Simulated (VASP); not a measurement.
Output of a VASP run:

### OSZICAR
```
       N       E                     dE             d eps       ncg     rms          rms(c)
DAV:   1     0.159047806187E+03    0.15905E+03   -0.15500E+04  2060   0.429E+03
DAV:   2     0.100007625005E+02   -0.14905E+03   -0.14653E+03  2032   0.526E+02
DAV:   3    -0.940702113732E+01   -0.19408E+02   -0.19252E+02  2198   0.145E+02
DAV:   4    -0.100165669605E+02   -0.60955E+00   -0.60845E+00  2396   0.296E+01
DAV:   5    -0.100259998554E+02   -0.94329E-02   -0.94324E-02  2222   0.373E+00    0.337E+00
DAV:   6    -0.991809947469E+01    0.10790E+00   -0.41077E-02  2356   0.265E+00    0.193E+00
DAV:   7    -0.986257104574E+01    0.55528E-01   -0.79966E-02  2088   0.288E+00    0.163E-01
DAV:   8    -0.986366888043E+01   -0.10978E-02   -0.81078E-03  2294   0.146E+00    0.487E-02
DAV:   9    -0.986376204746E+01   -0.93167E-04   -0.30707E-04  2448   0.313E-01    0.147E-02
DAV:  10    -0.986377166376E+01   -0.96163E-05   -0.22085E-05  2234   0.535E-02    0.560E-03
DAV:  11    -0.986377312157E+01   -0.14578E-05   -0.21767E-06  2308   0.125E-02    0.110E-03
DAV:  12    -0.986377296825E+01    0.15332E-06   -0.34631E-07  2294   0.123E-02    0.347E-04
DAV:  13    -0.986377291497E+01    0.53284E-07   -0.10766E-08  1086   0.103E-03
   1 F= -.98637729E+01 E0= -.98638020E+01  d E =0.871674E-04
```

**OUTCAR**
```
------------------------ aborting loop because EDIFF is reached ----------------------------------------
  FORCE on cell =-STRESS in cart. coord.  units (eV):
  Direction    XX          YY          ZZ          XY          YZ          ZX
  --------------------------------------------------------------------------------------
  Total        0.5834789      0.5834789      0.5834789      0.0000000      0.0000000     -0.0000000
  in kB       21.0963685     21.0963685     21.0963685      0.0000000      0.0000000     -0.0000000
  external PRESSURE =      21.0963685 kB  Pullay stress =       0.0000000 kB
  volume of cell :       44.31
      direct lattice vectors                 reciprocal lattice vectors
     0.000000000  2.808661226  2.808661226    -0.178020758  0.178020758  0.178020758
     2.808661226  0.000000000  2.808661226     0.178020758 -0.178020758  0.178020758
     2.808661226  2.808661226  0.000000000     0.178020758  0.178020758 -0.178020758
 POSITION                                       TOTAL-FORCE (eV/Angst)
 -----------------------------------------------------------------------------------
      0.00000      0.00000      0.00000         0.000000      0.000000      0.000000
      1.40433      1.40433      1.40433        -0.000000     -0.000000     -0.000000
 -----------------------------------------------------------------------------------
    total drift:                                0.000000      0.000000      0.000000
  FREE ENERGIE OF THE ION-ELECTRON SYSTEM (eV)
  ---------------------------------------------------
  free  energy   TOTEN  =        -9.8637729150 eV

  energy  without entropy=       -9.8638600824  energy(sigma->0) =       -9.86380197
```
(Selected blocks of OUTCAR.)

File POSCAR:
```
Ge
1
    0.0000000000     2.8086612257     2.8086612257
    2.8086612257     0.0000000000     2.8086612257
    2.8086612257     2.8086612257     0.0000000000
Ge
2
Direct
  0.0000000000   0.0000000000   0.0000000000
  0.2500000000   0.2500000000   0.2500000000
```

Q: Write an INCAR and KPOINTS that could have produced this output.

A: This is not unique; one that fits is the input of the run itself, PBEsol GGA, plane waves, VASP's PBE PAW potentials (set 64).

INCAR:
```
# general
SYSTEM  = Ge
PREC    = Accurate
ENCUT   = 520   # plane-wave cut-off (eV)
LREAL   = .False.
LASPH   = .True.

# electronic loop
EDIFF   = 1E-7   # SCF stop (eV)
NELM    = 100   # most electronic steps
ALGO    = Normal   # blocked Davidson
LMAXMIX = 4   # l cut-off of mixed one-centre charges

# smearing
ISMEAR  = 1   # Methfessel-Paxton
SIGMA   = 0.1   # width (eV)

# functional
GGA     = PS

# ions
ISIF    = 2

# output
LWAVE   = .False.
LCHARG  = .False.
```

KPOINTS:
```
Automatic mesh
0
Gamma
11 11 11
0 0 0
```

POTCAR, in this order: Ge_d (PBE.64 set). Program: vasp_std.

The compound is Ge in the diamond structure. This cell is one point of a volume scan, at 0.97 of the reference volume.
